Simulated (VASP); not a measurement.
Output of a VASP run:

File OUTCAR:
```
 ion  position               nearest neighbor table
   1  0.000  0.000  0.000-   3 2.79   4 2.79   5 2.79   3 2.79   4 2.79   4 2.79   5 2.79   4 2.79
                             3 2.79   5 2.79   3 2.79   5 2.79   2 3.41   2 3.41   2 3.41   2 3.41
   2  0.500  0.500  0.500-   3 1.97   4 1.97   5 1.97   5 1.97   3 1.97   4 1.97   1 3.41   1 3.41
                             1 3.41   1 3.41   1 3.41   1 3.41   1 3.41   1 3.41
   3  0.500  0.000  0.500-   2 1.97   2 1.97   1 2.79   1 2.79   1 2.79   1 2.79
   4  0.000  0.500  0.500-   2 1.97   2 1.97   1 2.79   1 2.79   1 2.79   1 2.79
   5  0.500  0.500  0.000-   2 1.97   2 1.97   1 2.79   1 2.79   1 2.79   1 2.79
  LATTYP: Found a simple cubic cell.
 ALAT       =     3.9406246880
 Subroutine PRICEL returns:
 Original cell was already a primitive cell.
 Subroutine GETGRP returns: Found 48 space group operations
The static configuration has the point symmetry O_h .
The dynamic configuration has the point symmetry O_h .
 Subroutine INISYM returns: Found 48 space group operations
 Subroutine IBZKPT returns following result:
 Found     20 irreducible k-points:

 Following reciprocal coordinates:
            Coordinates               Weight
  0.000000  0.000000  0.000000      1.000000
  0.166667  0.000000  0.000000      6.000000
  0.333333  0.000000  0.000000      6.000000
  0.500000  0.000000  0.000000      3.000000
  0.166667  0.166667  0.000000     12.000000
  0.333333  0.166667  0.000000     24.000000
  0.500000  0.166667  0.000000     12.000000
  0.333333  0.333333  0.000000     12.000000
  0.500000  0.333333  0.000000     12.000000
  0.500000  0.500000  0.000000      3.000000
  0.166667  0.166667  0.166667      8.000000
  0.333333  0.166667  0.166667     24.000000
  0.500000  0.166667  0.166667     12.000000
  0.333333  0.333333  0.166667     24.000000
  0.500000  0.333333  0.166667     24.000000
  0.500000  0.500000  0.166667      6.000000
  0.333333  0.333333  0.333333      8.000000
  0.500000  0.333333  0.333333     12.000000
  0.500000  0.500000  0.333333      6.000000
  0.500000  0.500000  0.500000      1.000000
   k-points           NKPTS =     20   k-points in BZ     NKDIM =     20   number of bands    NBANDS=     24
   number of dos      NEDOS =    301   number of ions     NIONS =      5
   total plane-waves  NPLWV =  32768
   dimension x,y,z NGX =    32 NGY =   32 NGZ =   32
   dimension x,y,z NGXF=    64 NGYF=   64 NGZF=   64
   ions per type =               1   1   3
   PREC   = accura    normal or accurate (medium, high low for compatibility)
   ISTART =      0    job   : 0-new  1-cont  2-samecut
   ICHARG =      2    charge: 1-file 2-atom 10-const
   ISPIN  =      1    spin polarized calculation?
   LNONCOLLINEAR =      F non collinear calculations
   LSORBIT =      F    spin-orbit coupling
   INIWAV =      1    electr: 0-lowe 1-rand  2-diag
   ENCUT  =  620.0 eV  45.57 Ry    6.75 a.u.   8.00  8.00  8.00*2*pi/ulx,y,z
   NELM   =    100;   NELMIN=  2; NELMDL= -5     # of ELM steps
   EDIFF  = 0.1E-05   stopping-criterion for ELM
   LREAL  =      F    real-space projection
   NLSPLINE    = F    spline interpolate recip. space projectors
   LMAXMIX     =    4 max onsite mixed and CHGCAR
   VOSKOWN=      0    Vosko Wilk Nusair interpolation
   EDIFFG = -.2E-01   stopping-criterion for IOM
   NSW    =     40    number of steps for IOM
   NBLOCK =      1;   KBLOCK =     40    inner block; outer block
   IBRION =      2    ionic relax: 0-MD 1-quasi-New 2-CG
   NFREE  =      1    steps in history (QN), initial steepest desc. (CG)
   ISIF   =      3    stress and relaxation
   ISYM   =      2    0-nonsym 1-usesym 2-fastsym
   TEIN   =    0.0    initial temperature
   TEBEG  =    0.0;   TEEND  =   0.0 temperature during run
   SMASS  =  -3.00    Nose mass-parameter (am)
   PSTRESS=  450.0 pullay stress
   NELECT =      40.0000    total number of electrons
   EFERMI =   0.00;   METHOD = LEGACY
   ISMEAR =     0;   SIGMA  =   0.05  broadening in eV -4-tet -1-fermi 0-gaus
   IALGO  =     38    algorithm
   LDIAG  =      T    sub-space diagonalisation (order eigenvalues)
   IMIX   =      4    mixing-type and parameters
     AMIX     =   0.40;   BMIX     =  1.00
     AMIX_MAG =   1.60;   BMIX_MAG =  1.00
...
```

**OSZICAR**
```
       N       E                     dE             d eps       ncg     rms          rms(c)
DAV:   1     0.378158261881E+03    0.37816E+03   -0.25401E+04   960   0.191E+03
DAV:   2    -0.254255968834E+02   -0.40358E+03   -0.39636E+03  1192   0.440E+02
DAV:   3    -0.482244258543E+02   -0.22799E+02   -0.22777E+02  1592   0.102E+02
DAV:   4    -0.487768068745E+02   -0.55238E+00   -0.55225E+00  1264   0.125E+01
DAV:   5    -0.487850370563E+02   -0.82302E-02   -0.82298E-02  1448   0.130E+00    0.465E+01
DAV:   6    -0.421200128263E+02    0.66650E+01   -0.37222E+01  1136   0.452E+01    0.223E+01
DAV:   7    -0.421540705665E+02   -0.34058E-01   -0.24650E+00  1392   0.101E+01    0.115E+01
DAV:   8    -0.421438478388E+02    0.10223E-01   -0.16043E-01  1208   0.355E+00    0.723E-01
DAV:   9    -0.421402276390E+02    0.36202E-02   -0.49418E-02  1216   0.131E+00    0.359E-01
DAV:  10    -0.421403716788E+02   -0.14404E-03   -0.84679E-03  1336   0.863E-01    0.151E-01
DAV:  11    -0.421402804766E+02    0.91202E-04   -0.67840E-04  1224   0.243E-01    0.240E-02
DAV:  12    -0.421402813952E+02   -0.91854E-06   -0.43003E-05  1384   0.546E-02    0.141E-02
DAV:  13    -0.421402817884E+02   -0.39323E-06   -0.29364E-06  1072   0.132E-02
   1 F= -.24953398E+02 E0= -.24953398E+02  d E =-.249534E+02
```

OUTCAR:
```
------------------------ aborting loop because EDIFF is reached ----------------------------------------
  FORCE on cell =-STRESS in cart. coord.  units (eV):
  Direction    XX          YY          ZZ          XY          YZ          ZX
  --------------------------------------------------------------------------------------
  Total       17.1501834     17.1501834     17.1501834      0.0000000     -0.0000000      0.0000000
  in kB      449.0390694    449.0390694    449.0390694      0.0000000     -0.0000000      0.0000000
  external PRESSURE =      -0.9609306 kB  Pullay stress =     450.0000000 kB
  volume of cell :       61.19
      direct lattice vectors                 reciprocal lattice vectors
     3.940624688  0.000000000  0.000000000     0.253766872  0.000000000  0.000000000
     0.000000000  3.940624688  0.000000000     0.000000000  0.253766872  0.000000000
     0.000000000  0.000000000  3.940624688     0.000000000  0.000000000  0.253766872
 POSITION                                       TOTAL-FORCE (eV/Angst)
 -----------------------------------------------------------------------------------
      0.00000      0.00000      0.00000         0.000000      0.000000      0.000000
      1.97031      1.97031      1.97031         0.000000      0.000000      0.000000
      1.97031      0.00000      1.97031         0.000000      0.000000      0.000000
      0.00000      1.97031      1.97031         0.000000      0.000000      0.000000
      1.97031      1.97031      0.00000         0.000000      0.000000      0.000000
 -----------------------------------------------------------------------------------
    total drift:                                0.000000     -0.000000     -0.000000
  FREE ENERGIE OF THE ION-ELECTRON SYSTEM (eV)
  ---------------------------------------------------
  free  energy   TOTEN  =       -42.1402817884 eV

  energy  without entropy=      -42.1402817884  energy(sigma->0) =      -42.14028179
  enthalpy is  TOTEN    =       -24.9533975034 eV   P V=       17.1868842850

 reached required accuracy - stopping structural energy minimisation
```
(Selected blocks of OUTCAR.)

POSCAR:
```
BaZrO3
1
    3.9406246880     0.0000000000    -0.0000000000
    0.0000000000     3.9406246880     0.0000000000
    0.0000000000    -0.0000000000     3.9406246880
Ba Zr O
1 1 3
Direct
  0.0000000000   0.0000000000   0.0000000000
  0.5000000000   0.5000000000   0.5000000000
  0.5000000000   0.0000000000   0.5000000000
  0.0000000000   0.5000000000   0.5000000000
  0.5000000000   0.5000000000   0.0000000000
```

### Question
Reconstruct the remaining input files.

### Answer
This is not unique; one that fits is the input of the run itself, PBEsol GGA, plane waves, VASP's PBE PAW potentials (set 64).

**KPOINTS**
```
Automatic mesh
0
Gamma
6 6 6
0 0 0
```

INCAR:
```
# general
SYSTEM =BaZrO3
PREC   =Accurate
ENCUT  =620
LREAL  =F
LASPH  =T

# electronic loop
EDIFF  =1E-6
NELM   =100
ALGO   =Normal
LMAXMIX=4

# smearing
ISMEAR =0
SIGMA  =0.05

# functional
GGA    =PS

# ions
IBRION =2
NSW    =40
ISIF   =3
EDIFFG =-0.02
PSTRESS=450

# output
LWAVE  =F
LCHARG =F
```

POTCAR, in this order: Ba_sv Zr_sv O (PBE.64 set). Program: vasp_std.

The compound is BaZrO3 in the cubic perovskite structure. It was relaxed first under an external pressure of 45 GPa.
